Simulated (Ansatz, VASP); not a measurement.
# Ti16H3C16 (H on TiC(001)) in two plane-wave programs

Wanted: the spread between two codes on one cell, functional and k mesh. The structure shown is the end of the VASP relaxation below.

Main program and level: Ansatz 0.2.0; plane waves, with VASP 6.6.1 beside it; single point at PBEsol.

### Step 1. Set-up

The cell holds 35 atoms: 16 Ti, 16 C and 3 H. Its edges and angles: a = 6.095 Å, b = 6.095 Å, c = 24.215 Å, α = 90.0°, β = 90.0°, γ = 90.0°. It derives from TiC. Vacuum lies along c.

### Step 2. VASP: relaxation, PBEsol

This run makes the geometry at which the two programs are then compared.

Lines of VASP's logs that name or quote its potential files are left out, and so is its time.

INCAR

```
SYSTEM = Ti16H3C16
PREC = Normal
ENCUT = 400
EDIFF = 1E-05
NELM = 120
ISMEAR = 1
SIGMA = 0.1
LREAL = Auto
ALGO = Fast
GGA = PS
NBANDS = 160
LASPH = .TRUE.
LORBIT = 11
LWAVE = .FALSE.
LCHARG = .FALSE.
KPAR = 4
NCORE = 2
IBRION = 2
NSW = 80
ISIF = 2
EDIFFG = -0.04
POTIM = 0.4
MAXMIX = 40
IDIPOL = 3
LDIPOL = .TRUE.
DIPOL = 0.5 0.5 0.482
ISYM = 2
```

POSCAR

```
Ti16H3C16
1.0
    6.0952604540      0.0000000000      0.0000000000
    0.0000000000      6.0952604540      0.0000000000
    0.0000000000      0.0000000000     24.2150000000
Ti C H
16 16 3
Selective dynamics
Direct
    0.0000000000      0.0000000000      0.3303737350  F F F
    0.0000000000      0.5000000000      0.3303737350  F F F
    0.5000000000      0.0000000000      0.3303737350  F F F
    0.5000000000      0.5000000000      0.3303737350  F F F
    0.2500000000      0.2500000000      0.4193681600  F F F
    0.2500000000      0.7500000000      0.4193681600  F F F
    0.7500000000      0.2500000000      0.4193681600  F F F
    0.7500000000      0.7500000000      0.4193681600  F F F
    0.0000000000      0.0000000000      0.5083625850  T T T
    0.0000000000      0.5000000000      0.5083625850  T T T
    0.5000000000      0.0000000000      0.5083625850  T T T
    0.5000000000      0.5000000000      0.5083625850  T T T
    0.2500000000      0.2500000000      0.5973570100  T T T
    0.2500000000      0.7500000000      0.5973570100  T T T
    0.7500000000      0.2500000000      0.5973570100  T T T
    0.7500000000      0.7500000000      0.5973570100  T T T
    0.2500000000      0.2500000000      0.3303737350  F F F
    0.2500000000      0.7500000000      0.3303737350  F F F
    0.7500000000      0.2500000000      0.3303737350  F F F
    0.7500000000      0.7500000000      0.3303737350  F F F
    0.0000000000      0.0000000000      0.4193681600  F F F
    0.0000000000      0.5000000000      0.4193681600  F F F
    0.5000000000      0.0000000000      0.4193681600  F F F
    0.5000000000      0.5000000000      0.4193681600  F F F
    0.2500000000      0.2500000000      0.5083625850  T T T
    0.2500000000      0.7500000000      0.5083625850  T T T
    0.7500000000      0.2500000000      0.5083625850  T T T
    0.7500000000      0.7500000000      0.5083625850  T T T
    0.0000000000      0.0000000000      0.5973570100  T T T
    0.0000000000      0.5000000000      0.5973570100  T T T
    0.5000000000      0.0000000000      0.5973570100  T T T
    0.5000000000      0.5000000000      0.5973570100  T T T
    0.2500000000      0.2500000000      0.6696262650  T T T
    0.2500000000      0.7500000000      0.6696262650  T T T
    0.7500000000      0.7500000000      0.6696262650  T T T
```

KPOINTS

```
Automatic mesh
0
Gamma
4 4 1
0 0 0
```

Potentials, in the order of the species: Ti_sv, C and H (PBE family, release 64).

Started as:

```bash
$ mpirun -np 8 vasp_std
```

Numbers of over 12 decimals in the logs are rounded to 6 here.

The log of the run:

```text
[banner, memory and clock lines left out]
running    8 mpi-ranks, on    1 nodes
[...]
|                                                                             |
|               ----> ADVICE to this user running VASP <----                  |
|                                                                             |
|     You enforced a specific xc type in the INCAR file but a different       |
|     [... a line on the potential file left out ...]
|     I HOPE YOU KNOW WHAT YOU ARE DOING!                                     |
|                                                                             |

 LDA part: xc-table for (Slater+PW92), standard interpolation
 POSCAR, INCAR and KPOINTS ok, starting setup
[...]
entering main loop
       N       E                     dE             d eps       ncg     rms          rms(c)
DAV:   1     0.319994322377E+04    0.31999E+04   -0.11801E+05  2200   0.139E+03
DAV:   2     0.144247688007E+03   -0.30557E+04   -0.29524E+04  2168   0.480E+02
[...]
1 F= -.31215521E+03 E0= -.31215453E+03  d E =-.312155E+03
[...]
WARNING in EDDRMM: call to ZHEGV failed, returncode =   8  4     61
[...]
WARNING in EDDRMM: call to ZHEGV failed, returncode =   8  4     69
[...]
WARNING in EDDRMM: call to ZHEGV failed, returncode =   6  3     27
[...]
WARNING in EDDRMM: call to ZHEGV failed, returncode =   6  3    106
[... from here on, the cycles between the ionic steps are left out ...]
   3 F= -.31221919E+03 E0= -.31221635E+03  d E =-.639728E-01
   4 F= -.31221928E+03 E0= -.31221651E+03  d E =-.640687E-01
[...]
WARNING in EDDRMM: call to ZHEGV failed, returncode =   6  3     84
   5 F= -.31222698E+03 E0= -.31222396E+03  d E =-.769182E-02
   6 F= -.31222878E+03 E0= -.31222558E+03  d E =-.949204E-02
[...]
WARNING in EDDRMM: call to ZHEGV failed, returncode =   8  4    102
   7 F= -.31223031E+03 E0= -.31222710E+03  d E =-.153458E-02
   8 F= -.31223034E+03 E0= -.31222713E+03  d E =-.156424E-02
   9 F= -.31223102E+03 E0= -.31222777E+03  d E =-.680794E-03
 trial-energy change:   -0.000681  1 .order   -0.000722   -0.000876   -0.000569
 step:   3.8318(harm=  3.8318)  dis= 0.00137  next Energy=  -312.231589 (dE=-0.125E-02)
 reached required accuracy - stopping structural energy minimisation
```

Parts of OUTCAR (step 2):

```text
  Total      -23.9718424    -23.9718424    -10.9364956      0.0000000      0.0000000     -0.0000000
  in kB      -42.6916545    -42.6916545    -19.4768964      0.0000000      0.0000000     -0.0000000
  external PRESSURE =     -34.9534018 kB  Pullay stress =       0.0000000 kB

 POSITION                                       TOTAL-FORCE (eV/Angst)
 -----------------------------------------------------------------------------------
      0.00000      0.00000      8.00000        -0.025231      0.025231      1.516434
      0.00000      3.04763      8.00000        -0.025231     -0.025231      1.516434
      3.04763      0.00000      8.00000         0.025231      0.025231      1.516434
      3.04763      3.04763      8.00000         0.025231     -0.025231      1.516434
      1.52382      1.52382     10.15500        -0.000000      0.000000     -0.125970
      1.52382      4.57145     10.15500        -0.000000      0.000000     -0.166204
      4.57145      1.52382     10.15500        -0.000000      0.000000      0.069682
      4.57145      4.57145     10.15500        -0.000000      0.000000     -0.125970
      6.09215      0.00311     12.28056         0.008401     -0.008401     -0.009362
      6.09215      3.04452     12.28056         0.008401      0.008401     -0.009362
      3.05074      0.00311     12.28056        -0.008401     -0.008401     -0.009362
      3.05074      3.04452     12.28056        -0.008401      0.008401     -0.009362
      1.52382      1.52382     14.42570        -0.000000      0.000000     -0.028073
      1.52382      4.57145     14.43605        -0.000000      0.000000     -0.024077
[...]
-----------------------------------------------------------------------------------
    total drift:                                0.000000      0.000000      0.077643

  FREE ENERGIE OF THE ION-ELECTRON SYSTEM (eV)
  ---------------------------------------------------
  free  energy   TOTEN  =      -312.2310206425 eV

  energy  without entropy=     -312.2212677263  energy(sigma->0) =     -312.22776967

 reached required accuracy - stopping structural energy minimisation

[... 3 further parts left out ...]
[key lines of the parts left out:]
E-fermi :  -0.1485
```

This run has no spin polarisation. Its electron count is odd, so without a moment it is a metal by construction.

(Part 1 of 2 ends here.)

[Lines on the potential files, build, host, timing and source positions are cut from VASP's logs without a mark.]

[Logs are printed without paths, hosts, clocks, repeated set-up lines and the standing remarks that a program may print on its own settings, such as how far it seeks lower states.]

[Hosts, paths, dates, database ids (printed as entryN), source tags and the programs' standing remarks are cut or masked in the printed files.]
